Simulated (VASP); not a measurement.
VASP ran on this input.

### KPOINTS
```
Automatic mesh
0
Gamma
10 10 2
0 0 0
```

**POSCAR**
```
WS2
1
    3.1842200000     0.0000000000     0.0000000000
   -1.5921100000     2.7576150000     0.0000000000
    0.0000000000     0.0000000000    12.9782800000
W S
2 4
Direct
  0.3178070000   0.6547090000   0.2454350000
  0.6806490000   0.3453820000   0.7515960000
  0.3432390000   0.6710180000   0.6328610000
  0.6642630000   0.3302890000   0.3689140000
  0.6605740000   0.3329630000   0.1312730000
  0.3334680000   0.6656390000   0.8699220000
```

INCAR:
```
ALGO = Normal
EDIFF = 1E-6
ENCUT = 300
GGA = PE
ISIF = 2
ISMEAR = 0
LASPH = .True.
LCHARG = .False.
LMAXMIX = 6
LREAL = .False.
LWAVE = .False.
NELM = 100
PREC = Accurate
SIGMA = 0.05
SYSTEM = WS2
```

POTCAR, in this order: W_sv S (PBE.64 set). Program: vasp_std.

Problem. Translate this PBE calculation to Quantum ESPRESSO's pw.x.

Solution. One equivalent input (not run):
```
&CONTROL
  calculation = 'scf'
  pseudo_dir = './pseudo'
  outdir = './out'
  tprnfor = .true.
  tstress = .true.
/
&SYSTEM
  ibrav = 0
  nat = 6
  ntyp = 2
  ecutwfc = 74
  occupations = 'smearing'
  smearing = 'gaussian'
  degauss = 0.003675
  input_dft = 'pbe'
/
&ELECTRONS
  conv_thr = 7.3e-08
  electron_maxstep = 100
/
ATOMIC_SPECIES
  W 183.840 W.upf
  S 32.060 S.upf
CELL_PARAMETERS angstrom
     3.1842200    0.0000000    0.0000000
    -1.5921100    2.7576150    0.0000000
     0.0000000    0.0000000   12.9782800
ATOMIC_POSITIONS crystal
  W    0.3178070  0.6547090  0.2454350
  W    0.6806490  0.3453820  0.7515960
  S    0.3432390  0.6710180  0.6328610
  S    0.6642630  0.3302890  0.3689140
  S    0.6605740  0.3329630  0.1312730
  S    0.3334680  0.6656390  0.8699220
K_POINTS automatic
  10 10 2 0 0 0
```
Limits of the translation: the potentials are each code's own (VASP's PAW set, PseudoDojo norm-conserving files in pw.x), so ENCUT and ecutwfc are chosen apart and not converted; conv_thr bounds pw.x's estimated SCF error, while EDIFF bounds the energy change between steps.

The structure comes from a computed database's WS2 entry; how it stands against other phases isn't given here. The cell was not relaxed at this level, atoms are displaced from their ideal sites.
